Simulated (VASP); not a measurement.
Runs of VASP 6.6.1 on Sc. Symmetry: P6_3/mmc, No. 194, hexagonal system. Conventional cell: a = 3.291 Å, b = 3.291 Å, c = 5.333 Å, α = 90.00°, β = 90.00°, γ = 120.00°. Around Sc (site symmetry -6m2) lie 12 Sc at 3.27 to 3.29 Å. 

| task | level | potentials or basis | cell | k mesh | cutoff (eV) | mesh quality | gap on the mesh (eV) | pressure (GPa) | relaxed volume (Å³/atom) |
| --- | --- | --- | --- | --- | --- | --- | --- | --- | --- |
| relaxation of cell and atoms | LDA | VASP PAW LDA potentials, release 64 (Sc_sv) | relaxed | 15 × 15 × 8 | 600 | not flagged | none | 0.0 | 22.57 |
| relaxation of cell and atoms | PBEsol | VASP PAW PBE potentials, release 64 (Sc_sv) | relaxed | 15 × 15 × 8 | 300 | not flagged | none | 0.0 | 23.46 |
| relaxation of cell and atoms | PBEsol | VASP PAW PBE potentials, release 64 (Sc_sv) | relaxed | 15 × 15 × 8 | 580 | not flagged | none | 0.0 | (b) |
| relaxation of cell and atoms | PBEsol | VASP PAW PBE potentials, release 64 (Sc_sv) | relaxed | 15 × 15 × 8 | 600 | not flagged | none | 0.0 | (c) |
| relaxation of cell and atoms | PBEsol | VASP PAW PBE potentials, release 64 (Sc_sv) | relaxed | 15 × 15 × 8 | 480 | not flagged | none | 0.0 | (a) |
| relaxation of cell and atoms | PBE+D3(BJ) | VASP PAW PBE potentials, release 64 (Sc_sv) | relaxed | 15 × 15 × 8 | 600 | not flagged | none | 0.0 | 23.50 |
| relaxation of cell and atoms | PBEsol | VASP PAW PBE potentials, release 64 (Sc_sv) | relaxed | 6 × 6 × 4 | 600 | coarse | none | 0.0 | 23.63 |
| single point | PBEsol | VASP PAW PBE potentials, release 64 (Sc_sv) | as given | 15 × 15 × 8 | 520 | not flagged | none | -2.8 | - |
| relaxation of cell and atoms | PBE | VASP PAW PBE potentials, release 64 (Sc_sv) | relaxed | 15 × 15 × 8 | 600 | not flagged | none | 0.0 | 24.67 |
| relaxation of cell and atoms | RPBE | VASP PAW PBE potentials, release 64 (Sc_sv) | relaxed | 15 × 15 × 8 | 600 | not flagged | none | 0.0 | 25.64 |

Alike in all rows: no spin polarisation; smearing gaussian 0.1 eV.

**Question.** Fill in the values left out.

**Answer.** (a) 23.64; (b) 23.66; (c) 23.67.

Caveats: some runs use coarse meshes; the PAW data sets were made with another functional, which shifts forces and pressure a little (some runs); pairwise dispersion overbinds metals, which lowers pressure and volume (some runs).

A k mesh can miss the band edges.

A gap of «none» marks a metal or a gap under the smearing width.

Not every run made on this cell is shown here.
